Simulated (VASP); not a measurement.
RbBr: band gap against strain

RbBr (rock salt, Fm-3m, 40.100 Å³/atom and stress up to 0.02 GPa in the relaxed cell, cube axes along x, y and z) under an equal strain ε along all three axes. PBEsol in VASP (plane waves, PAW), 480 eV, 8×8×8 Γ-centred mesh, Gaussian smearing 0.05 eV; ions are relaxed, or left where forces stay under 0.02 eV/Å, within the symmetry of each cell. Gaps are the smallest on the run's k-mesh, which can miss an edge that lies off it, without spin-orbit coupling; in all rows the valence edge lies at Γ and the conduction edge at Γ.

Here s stands for strain and Eg for gap.

```
strain (%)  gap (eV)
----------  --------
-1.50          4.326
-1.00          4.290
-0.50          4.255
0.00           4.220
0.50           4.186
1.00           4.154
1.50           4.122
3.00               ?
```

Problem. Fit Eg against s with a straight line, and predict the withheld value at s = 3.00.

Solution. Means: s 0, Eg 4.2219. About the means, the sum of products is -0.47650 and the sum of squares of s is 7.0000; the slope is their ratio. Least squares gives Eg = 4.2219 - 0.06807·s. Residuals (row less fit): 0.0020, 0.0000, -0.0009, -0.0019, -0.0019, 0.0002, 0.0022; standard error 0.0018 (degrees of freedom: 5). Over these rows the gap moves by -6.81 ± 0.07 eV per unit strain, or -2.3 eV per unit of ln V. At the withheld row, Eg = 4.2219 - 0.06807 × 3.0 = 4.0177 eV. The calculation gives 4.031 eV, 0.0133 eV above the prediction (4.5 % of the range of Eg in the table). The row lies outside the fitted rows, so this is an extrapolation. From the scatter of the fitted rows alone, a prediction at this place has a standard error of 0.0029 eV, so the miss is 4.6 times that.

A polynomial of degree 2 through the 12 other runs of the series gives 4.031 there, so most of the miss is curvature that the fit leaves out. Other structures, which can take over under pressure, weren't tried. Spin-orbit coupling is left out, which can shift this property for RbBr. Rows are the converged runs of the series near zero and its far end, less any whose ions stayed unrelaxed beside relaxed ones; series whose fitted rows scatter by over a few per cent of the range, as at a crossing or softening among them, aren't shown in this form. Most that stay on the fit to the last digits aren't either.
